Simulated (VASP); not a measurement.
OSZICAR of a VASP run on NaCl (rock salt):

### OSZICAR
```
       N       E                     dE             d eps       ncg     rms          rms(c)
DAV:   1     0.835330989631E+02    0.83533E+02   -0.64757E+03   794   0.106E+03
DAV:   2     0.455858863356E+00   -0.83077E+02   -0.77704E+02   890   0.249E+02
DAV:   3    -0.682984497802E+01   -0.72857E+01   -0.72363E+01   948   0.745E+01
DAV:   4    -0.697650602427E+01   -0.14666E+00   -0.14656E+00   860   0.117E+01
DAV:   5    -0.697988848150E+01   -0.33825E-02   -0.33820E-02  1022   0.173E+00    0.211E+00
DAV:   6    -0.678347573183E+01    0.19641E+00   -0.39841E-01   875   0.417E+00    0.159E+00
DAV:   7    -0.677151323591E+01    0.11962E-01   -0.91713E-02   938   0.201E+00    0.107E+00
DAV:   8    -0.677727874821E+01   -0.57655E-02   -0.98442E-03   791   0.104E+00    0.244E-01
DAV:   9    -0.677722815633E+01    0.50592E-04   -0.19659E-04   956   0.134E-01    0.135E-01
DAV:  10    -0.677739173510E+01   -0.16358E-03   -0.33144E-04   791   0.159E-01    0.488E-02
DAV:  11    -0.677738398758E+01    0.77475E-05   -0.17663E-05   929   0.419E-02    0.957E-03
DAV:  12    -0.677738404539E+01   -0.57804E-07   -0.14088E-06   803   0.128E-02    0.877E-04
DAV:  13    -0.677738431951E+01   -0.27412E-06   -0.22031E-07   821   0.357E-03    0.164E-03
DAV:  14    -0.677738412244E+01    0.19707E-06   -0.19666E-08   517   0.923E-04    0.383E-04
DAV:  15    -0.677738412011E+01    0.23281E-08   -0.86735E-10   421   0.353E-04
   1 F= -.67773841E+01 E0= -.67773841E+01  d E =0.000000E+00
```

Task: Which electronic solver shows in the log?

Result: It is blocked Davidson (ALGO = Normal, or the opening steps of other solvers). The INCAR had ALGO = Normal.

Task: Can the final energy be trusted as converged?

Result: The calculation finished and met its thresholds. It stopped with EDIFF = 1E-7, NELM = 100 (PBE GGA, plane waves, VASP's PBE PAW potentials (set 64)).

The compound is NaCl in the rock salt structure. It was relaxed first.
